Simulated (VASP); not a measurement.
# Sn2GeO2 (P-3m1) in VASP: further runs, part 2 of 2

VASP 6.6.1.

### Step 3. Relaxation of cell and atoms, PBE

This run uses another cell than the first one, of 17.32 Å³/atom, 0.972 times its volume.

INCAR reads:

```
SYSTEM = Sn2GeO2
PREC = Normal
ENCUT = 520
EDIFF = 1E-4
ISMEAR = 0
SIGMA = 0.15
LREAL = .False.
LASPH = .True.
NELM = 60
ALGO = Fast
ISIF = 3
LWAVE = .False.
LCHARG = .False.
GGA = PE
IBRION = 2
NSW = 24
EDIFFG = -0.08
KPAR = 2
```

KPOINTS reads:

```
regular mesh
0
Gamma
  4 4 2
  0 0 0
```

POSCAR reads:

```
Sn2GeO2
1.0
    3.8400097900      0.0000000000      0.0000000000
   -1.9200048900      3.3255460300      0.0000000000
    0.0000000000      0.0000000000      6.7804322500
Sn Ge O
2 1 2
Direct
    0.3333333300      0.6666666700      0.2107614700
    0.6666666700      0.3333333300      0.7892385300
    0.0000000000      0.0000000000      0.5000000000
    0.3333333300      0.6666666700      0.8751271400
    0.6666666700      0.3333333300      0.1248728600
```

Potentials or basis: VASP PAW PBE potentials, release 64 (Sn_d, Ge_d, O).

Started as:

```sh
$ cat potpaw_PBE.64/Sn_d/POTCAR potpaw_PBE.64/Ge_d/POTCAR potpaw_PBE.64/O/POTCAR > POTCAR
$ mpirun -np 2 vasp_std > vasp.out
```

OUTCAR:

```text
SYSTEM = Sn2GeO2
   PREC = Normal
   ENCUT = 520
   EDIFF = 1E-4
   ISMEAR = 0
   LREAL = .False.
   LASPH = .True.
   NELM = 60
   ISIF = 3
   GGA = PE
   IBRION = 2
   NSW = 24
   EDIFFG = -0.08

 ion  position               nearest neighbor table
   1  0.333  0.667  0.211-   4 2.28   5 2.29   5 2.29   5 2.29   3 2.96   3 2.96   3 2.96   2 3.62
                             2 3.62   2 3.62
   2  0.667  0.333  0.789-   5 2.28   4 2.29   4 2.29   4 2.29   3 2.96   3 2.96   3 2.96   1 3.62
                             1 3.62   1 3.62
   3  0.000  0.000  0.500-   1 2.96   2 2.96   1 2.96   2 2.96   2 2.96   1 2.96
   4  0.333  0.667  0.875-   1 2.28   2 2.29   2 2.29   2 2.29
   5  0.667  0.333  0.125-   2 2.28   1 2.29   1 2.29   1 2.29

  LATTYP: Found a hexagonal cell.
 ALAT       =     3.8400097900
 C/A-ratio  =     1.7657330634

  Lattice vectors:

 A1 = (   3.8400097900,   0.0000000000,   0.0000000000)
 A2 = (  -1.9200048900,   3.3255460300,   0.0000000000)
 A3 = (   0.0000000000,   0.0000000000,   6.7804322500)

Analysis of symmetry for initial positions (statically):
=====================================================================
 Subroutine PRICEL returns:
 Original cell was already a primitive cell.

 Routine SETGRP: Setting up the symmetry group for a
 hexagonal supercell.

[... 163 lines left out ...]
  Direction    XX          YY          ZZ          XY          YZ          ZX
  --------------------------------------------------------------------------------------
  -------------------------------------------------------------------------------------
  Total       -0.5753612     -0.5753612      1.0056231     -0.0000000      0.0000000      0.0000000
  in kB      -10.6462939    -10.6462939     18.6077198     -0.0000000      0.0000000      0.0000000
  external PRESSURE =      -0.8949560 kB  Pullay stress =       0.0000000 kB
[... 98 lines left out ...]
  FREE ENERGIE OF THE ION-ELECTRON SYSTEM (eV)
  ---------------------------------------------------
  free  energy   TOTEN  =       -25.3176665492 eV

  energy  without entropy=      -25.2651978483  energy(sigma->0) =      -25.29143220

[... ionic steps 4 to 11 ...]

--------------------------------------- Ionic step       12  -------------------------------------------

 number of electron      53.9999931 magnetization

------------------------ aborting loop because EDIFF is reached ----------------------------------------
[... 73 lines left out ...]
--------------------------------------- Ionic step       14  -------------------------------------------

 number of electron      53.9999927 magnetization

 Free energy of the ion-electron system (eV)
  ---------------------------------------------------
  ext. energy  EPLUGINS =         0.00000000
  ---------------------------------------------------
  free energy    TOTEN  =       -25.44593453 eV

  energy without entropy =      -25.41961208  energy(sigma->0) =      -25.43277331

 E-fermi :   7.5643     XC(G=0): -10.5620

 val. band max:        7.4075673410   @ k =   0.2500   0.0000   0.5000
 cond. band min:       7.6186236188   @ k =   0.2500   0.2500   0.5000
 fundamental gap:      0.2110562777
 Fermi energy:         7.5642685630

 k-point     1 :       0.0000    0.0000    0.0000
  band No.  band energies     occupation
      1     -17.5822      2.00000
      2     -17.5822      2.00000
      3     -17.5350      2.00000
      4     -17.5349      2.00000
      5     -17.5198      2.00000
      6     -14.9451      2.00000
[... 301 lines left out ...]
  FREE ENERGIE OF THE ION-ELECTRON SYSTEM (eV)
  ---------------------------------------------------
  free  energy   TOTEN  =       -25.4459345269 eV

  energy  without entropy=      -25.4196120842  energy(sigma->0) =      -25.43277331

 reached required accuracy - stopping structural energy minimisation
```

OSZICAR:

```text
N       E                     dE             d eps       ncg     rms          rms(c)
DAV:   1     0.576994854438E+03    0.57699E+03   -0.27980E+04   608   0.342E+03
DAV:   2     0.812132895252E+02   -0.49578E+03   -0.48629E+03   512   0.783E+02
DAV:   3    -0.226476490754E+02   -0.10386E+03   -0.10291E+03   616   0.244E+02
[... 115 lines left out ...]
DAV:   1    -0.254504490619E+02   -0.54369E-02   -0.20319E-01   584   0.500E+00    0.443E-01
RMM:   2    -0.254466790228E+02    0.37700E-02   -0.11645E-02   587   0.105E+00    0.176E-01
RMM:   3    -0.254459904845E+02    0.68854E-03   -0.26532E-03   620   0.515E-01    0.714E-02
RMM:   4    -0.254459214152E+02    0.69069E-04   -0.12689E-03   629   0.263E-01    0.340E-02
RMM:   5    -0.254459345269E+02   -0.13112E-04   -0.24835E-04   390   0.127E-01
  14 F= -.25445935E+02 E0= -.25432773E+02  d E =-.932700E-03
```

CONTCAR:

```text
Sn2GeO2
   1.00000000000000
     3.7137217899802430   -0.0000000001877591    0.0000000000000000
    -1.8568608903171631    3.2161774137779697   -0.0000000000000000
    -0.0000000000000000    0.0000000000000000    7.4502793453446863
  Sn              Ge              O
     2     1     2
Direct
     0.3333333300000021    0.6666666699999979    0.1994633959034704
     0.6666666699999979    0.3333333300000021    0.8005366040965296
     0.0000000000000000    0.0000000000000000    0.5000000000000000
     0.3333333300000021    0.6666666699999979    0.8962039059695077
     0.6666666699999979    0.3333333300000021    0.1037960940304994

  0.00000000E+00  0.00000000E+00  0.00000000E+00
  0.00000000E+00  0.00000000E+00  0.00000000E+00
  0.00000000E+00  0.00000000E+00  0.00000000E+00
  0.00000000E+00  0.00000000E+00  0.00000000E+00
  0.00000000E+00  0.00000000E+00  0.00000000E+00
```

Wall time 46 s (2 MPI ranks of AMD EPYC 9R45 (Zen 5), shared host); peak memory 0.15 GiB.

Results:

- Free energy: -25.4459 eV
- Relaxed volume: 17.80 Å³/atom
- Relaxed cell: a = 3.714 Å, b = 3.714 Å, c = 7.450 Å, α = 90.00°, β = 90.00°, γ = 120.00°
- Space group after relaxing (to 0.05 Å): P-3m1 (No. 164)
- Energy gained by relaxing: 50.2 meV/atom
- Ionic steps: 14
- Pressure after relaxing: 0.4 GPa
- Largest force after relaxing: 0.074 eV/Å
- Band gap on the k mesh: none (metal or under the smearing width)

Forces in eV/Å, atoms in the order of the input:
```
Sn   0.000  0.000  0.074
Sn   0.000  0.000 -0.074
Ge   0.000  0.000  0.000
O    0.000  0.000 -0.069
O    0.000  0.000  0.069
```

Step by step:
```
step  energy change (eV)  largest force (eV/Å)  pressure (GPa)  volume (Å³)
   1              0.0000                0.6901           -0.09        86.59
   2             -0.0613                0.4602            1.28        86.46
   3             -0.1225                0.1707            1.95        86.27
   4             -0.1506                0.6342            3.69        85.82
   5             -0.1576                0.2828            3.04        85.99
   6             -0.1907                0.3756            1.89        87.03
   7             -0.2158                0.5589           -0.69        89.47
   8             -0.2170                0.5185           -0.02        89.02
   9             -0.2170                0.5401           -0.88        89.15
  10             -0.2170                0.5170           -0.11        89.08
  11             -0.2316                0.3922           -0.26        89.13
  12             -0.2498                0.1187           -0.23        89.26
  13             -0.2498                0.0864           -0.32        89.26
  14             -0.2508                0.0743            0.36        88.99
```

Final structure:
```xyz
5
Lattice="3.7137 0.0000 0.0000 -1.8569 3.2162 0.0000 0.0000 0.0000 7.4503" Properties=species:S:1:pos:R:3 pbc="T T T"
Sn    0.0000    2.1441    1.4861
Sn    1.8569    1.0721    5.9642
Ge    0.0000    0.0000    3.7251
O     0.0000    2.1441    6.6770
O     1.8569    1.0721    0.7733
```

Caveat: the k mesh is coarse (spacing up to 0.47 Å⁻¹), so the values aren't converged; the relaxation stopped at a loose force limit of 0.08 eV/Å, so its end isn't a converged minimum.

### Step 4. Relaxation of cell and atoms, PBE

This run uses another cell than the first one, of the same volume but with other edges.

INCAR is that of step 3.

KPOINTS reads:

```
regular mesh
0
Gamma
  5 5 5
  0 0 0
```

POSCAR reads:

```
Sn2GeO2
1.0
   -1.9500000000      1.9500000000      5.8500000000
    1.9500000000     -1.9500000000      5.8500000000
    1.9500000000      1.9500000000     -5.8500000000
Sn Ge O
2 1 2
Direct
    0.6470000000      0.6470000000      0.0000000000
    0.3530000000      0.3530000000      0.0000000000
    0.0000000000      0.0000000000      0.0000000000
    0.2500000000      0.7500000000      0.5000000000
    0.7500000000      0.2500000000      0.5000000000
```

Started as:

```sh
$ cat potpaw_PBE.64/Sn_d/POTCAR potpaw_PBE.64/Ge_d/POTCAR potpaw_PBE.64/O/POTCAR > POTCAR
$ mpirun -np 2 vasp_std > vasp.out
```

It took 96 s on 2 MPI ranks of AMD EPYC 9R45 (Zen 5), shared host; peak memory 0.22 GiB.

The run converged. Its results:

```
Free energy                            : -25.7719 eV
Relaxed volume                         : 17.54 Å³/atom
Relaxed cell                           : a = 6.895 Å, b = 6.895 Å, c = 6.895 Å, α = 148.80°, β = 148.80°, γ = 44.70°
Space group after relaxing (to 0.05 Å) : I4/mmm (No. 139)
Energy gained by relaxing              : 72.8 meV/atom
Ionic steps                            : 9
Pressure after relaxing                : -0.2 GPa
Largest force after relaxing           : 0.072 eV/Å
Band gap on the k mesh                 : none (metal or under the smearing width)
```

Forces on the atoms (eV/Å):
```
Sn   0.000  0.000 -0.072
Sn   0.000  0.000  0.072
Ge   0.000  0.000  0.000
O    0.000  0.000  0.000
O    0.000  0.000  0.000
```

Stress tensor (GPa, compression positive):
```
-0.47  0.00  0.00
 0.00 -0.47  0.00
 0.00  0.00  0.19
```

The path:
```tsv
step	energy change (eV)	largest force (eV/Å)	pressure (GPa)	volume (Å³)
1	0.0000	0.7180	-3.53	88.98
2	-0.2614	0.2519	2.69	83.91
3	-0.2651	0.3652	3.22	83.43
4	-0.3406	0.5473	0.01	85.89
5	-0.3412	0.4285	-0.27	85.70
6	-0.3412	0.4235	0.37	85.65
7	-0.3563	0.2247	-0.20	86.48
8	-0.3608	0.1171	-0.13	86.89
9	-0.3640	0.0725	-0.25	87.70
```

Final structure:
```yaml
crystal:
  lattice:
    - [-1.85421, 1.85421, 6.37718]
    - [1.85421, -1.85421, 6.37718]
    - [1.85421, 1.85421, -6.37718]
  atoms:
    - { symbol: Sn, position: [0.65361, 0.65361, 0.00000] }
    - { symbol: Sn, position: [0.34639, 0.34639, 0.00000] }
    - { symbol: Ge, position: [0.00000, 0.00000, 0.00000] }
    - { symbol: O, position: [0.25000, 0.75000, 0.50000] }
    - { symbol: O, position: [0.75000, 0.25000, 0.50000] }
```

Levels at points of the mesh, in eV from the Fermi level:
| k point | band 23 | band 24 | band 25 | band 26 | band 27 | band 28 | band 29 | band 30 | band 31 | band 32 |
| --- | --- | --- | --- | --- | --- | --- | --- | --- | --- | --- |
| (0.00, 0.00, 0.00) | -2.57 | -2.50 | -2.50 | -1.69 | 1.05 | 1.05 | 1.74 | 2.66 | 5.99 | 6.19 |

Caveat: the k mesh is coarse (spacing up to 0.46 Å⁻¹), so the values aren't converged; the relaxation stopped at a loose force limit of 0.08 eV/Å, so its end isn't a converged minimum.

### Step 5. Overview

```tsv
k mesh	gap on the mesh (eV)	pressure (GPa)	relaxed volume (Å³/atom)	largest force (eV/Å)
5 × 5 × 2	none	0.0	19.48	0.05
4 × 4 × 2	none	0.4	17.80	0.07
5 × 5 × 5	none	-0.2	17.54	0.07
```

Alike in all rows: task relaxation of cell and atoms; level PBE; potentials or basis VASP PAW PBE potentials, release 64 (Sn_d, Ge_d, O); no spin polarisation; cell relaxed; cutoff (eV) 520; smearing gaussian 0.15 eV; the mesh is coarse, so values aren't converged.

Caveats: all runs use coarse meshes; the relaxation stopped at a loose force limit of 0.08 eV/Å, so its end isn't a converged minimum.

Absolute energies hang on the potentials; compare differences alone.
